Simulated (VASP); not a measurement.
Input:

```yaml
crystal:
  lattice:
    - [3.99211, 0.00000, 0.00000]
    - [0.00000, 3.99211, 0.00000]
    - [0.00000, 0.00000, 3.99211]
  atoms:
    - { symbol: Ba, position: [0.00000, 0.00000, 0.00000] }
    - { symbol: Li, position: [0.50000, 0.50000, 0.50000] }
    - { symbol: F, position: [0.00000, 0.50000, 0.50000] }
    - { symbol: F, position: [0.50000, 0.00000, 0.50000] }
    - { symbol: F, position: [0.50000, 0.50000, 0.00000] }
```

Method: r2SCAN meta-GGA with spin-orbit coupling, VASP's PBE PAW potentials (set 64) (plane waves; VASP). Run with 520 eV cut-off, 5×5×5 Γ-centred mesh, Gaussian smearing of 0.050 eV, potentials Ba_sv Li_sv F.

Question: Give the energies of bands 25 to 38 at the high-symmetry points, in eV from the valence-band maximum.

Answer: 
```
band      Γ      X      M      R
----  -----  -----  -----  -----
25    -0.87  -1.10  -1.38  -0.27
26    -0.87  -1.10  -1.38  -0.27
27    -0.84  -0.86  -0.69  -0.27
28    -0.84  -0.86  -0.69  -0.27
29    -0.14  -0.74  -0.60  -0.20
30    -0.14  -0.74  -0.60  -0.20
31     0.00  -0.53  -0.28  -0.17
32     0.00  -0.53  -0.28  -0.17
33     0.00  -0.49  -0.23  -0.17
34     0.00  -0.49  -0.23  -0.17
35     7.26   8.68   9.59   8.78
36     7.26   8.68   9.59   8.78
37     7.26   9.35   9.81   8.78
38     7.26   9.35   9.81   8.78
```

The gap is direct, 7.27 eV, from the valence maximum at Γ to the conduction minimum at Γ.

The structure comes from a computed database's BaLiF3 entry (Pm-3m); how it stands against other phases isn't given here. It was relaxed first.
